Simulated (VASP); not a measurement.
Here is the system:

```
Mo3Pd
1.0
    3.89813     0.00000     0.00000
    0.00000     3.89813     0.00000
    0.00000     0.00000     3.89813
Mo Pd
3 1
Direct
  0.00000   0.50000   0.50000
  0.50000   0.50000   0.00000
  0.50000   0.00000   0.50000
  0.00000   0.00000   0.00000
```

These are PBE GGA, VASP's PBE PAW potentials (set 64) (plane waves; VASP 6.6.1) values and carry that method's errors. Run with 300 eV cut-off, 6×6×6 Γ-centred mesh, Gaussian smearing of 0.050 eV, potentials Mo_sv Pd.

Question: Give the energies of bands 17 to 30 at the high-symmetry points, in eV from the Fermi level.

Answer: 
```csv
band,Γ,X,M,R
17,-5.31,-3.87,-3.50,-3.38
18,-5.31,-3.71,-3.05,-3.38
19,-5.31,-3.71,-3.05,-2.14
20,-1.92,-3.09,-2.91,-2.14
21,-1.92,-2.44,-2.46,-2.14
22,-1.92,-2.15,-1.99,-0.99
23,-0.05,-2.15,-1.94,-0.99
24,-0.05,-0.02,-1.94,-0.99
25,2.64,-0.02,-1.92,1.24
26,2.64,0.11,0.28,1.24
27,2.64,0.75,0.28,1.24
28,3.31,0.76,0.63,1.99
29,3.31,1.31,0.63,2.38
30,3.91,1.31,0.65,2.38
```

It has no gap at this level: it comes out as a metal or semimetal.

The structure was generated: Mo3Pd was put into an ordered model structure, which need not be its known phase. The cell was not relaxed at this level.
